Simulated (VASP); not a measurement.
VASP ran on this input.

**KPOINTS**
```
Automatic mesh
0
Gamma
2 2 1
0 0 0
```

File POSCAR:
```
MgI2
1
    4.1015540000     0.0000000000     0.0000000000
   -2.0507770000     3.5520500000     0.0000000000
    0.0000000000     0.0000000000    17.3351160000
Mg I
1 2
Direct
  0.0000000000   0.0000000000   0.5000000000
  0.3333330000   0.6666670000   0.5961950000
  0.6666670000   0.3333330000   0.4038050000
```

**INCAR**
```
SYSTEM = MgI2
PREC = Accurate
ENCUT = 240
EDIFF = 1E-6
NELM = 100
ALGO = Normal
LREAL = .FALSE.
LASPH = .TRUE.
ISMEAR = 0
SIGMA = 0.2
GGA = PE
LMAXMIX = 4
LWAVE = .FALSE.
LCHARG = .FALSE.
ISIF = 2
```

POTCAR, in this order: Mg I (PBE.64 set). Program: vasp_std.

Question: Translate this PBE calculation to Ansatz.

Answer: One equivalent input (not run):
Ansatz 0.2 input:
```yaml
crystal:
  lattice:
    - [4.1015540, 0.0000000, 0.0000000]
    - [-2.0507770, 3.5520500, 0.0000000]
    - [0.0000000, 0.0000000, 17.3351160]
  atoms:
    - { symbol: Mg, position: [0.0000000, 0.0000000, 0.5000000] }
    - { symbol: I, position: [0.3333330, 0.6666670, 0.5961950] }
    - { symbol: I, position: [0.6666670, 0.3333330, 0.4038050] }
kpoints:
  mp_grid: { grid: [2, 2, 1] }
hamiltonian:
  xc: pbe
  pseudopotentials: { kind: paw }
scf:
  occupations: { method: gaussian, width: 0.2 }
  max_iter: 100
output: { forces: true, stress: true, eigenvalues: true }
```
What does not carry over: each code has its own PAW files, so the cut-off isn't converted (ENCUT is set for VASP's; basis.ecutwfc is left out, and Ansatz then takes the one that its files recommend); Ansatz stops its SCF on the density residual and VASP on the energy change (EDIFF).

The cell is a sheet with vacuum, built from a generated structure.
